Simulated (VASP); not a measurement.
These are PBE GGA, VASP's PBE PAW potentials (set 64) (plane waves; VASP 6.6.1) values and carry that method's errors.

VASP input:

**POSCAR**
```
Sc
1.0
  1.6550000000  -2.8665440000   0.0000000000
  1.6550000000   2.8665440000   0.0000000000
  0.0000000000   0.0000000000   5.2700000000
Sc
2
Cart
  1.6550000000   0.9555165777   1.3175000000
  1.6550000000  -0.9555165777   3.9525000000
```

File KPOINTS:
```
Automatic mesh
0
Gamma
 11 11 6
```

**INCAR**
```
SYSTEM = Sc
PREC = Accurate; ENCUT = 520; LREAL = .False.
LASPH = .True.
EDIFF = 1E-6; NELM = 100; ALGO = Normal
LMAXMIX = 4
ISMEAR = 1; SIGMA = 0.1
GGA = PE
IBRION = 2; NSW = 60; ISIF = 3
EDIFFG = -0.01
LWAVE = .False.; LCHARG = .False.
```

POTCAR, in this order: Sc_sv (PBE.64 set). Program: vasp_std.

Question: What will the output report for the number of irreducible k-points (NKPTS), largest plane-wave count, number of space-group operations, FFT grid (NGX, NGY, NGZ)?

Answer: 
| Quantity | Value |
|---|---|
| number of irreducible k-points (NKPTS) | 64 |
| largest plane-wave count | 1387 |
| number of space-group operations | 24 |
| FFT grid (NGX, NGY, NGZ) | 28 × 28 × 40 |

The compound is Sc in the hcp structure. This run relaxes it. Symmetry was kept, so distortions that lower it aren't found.
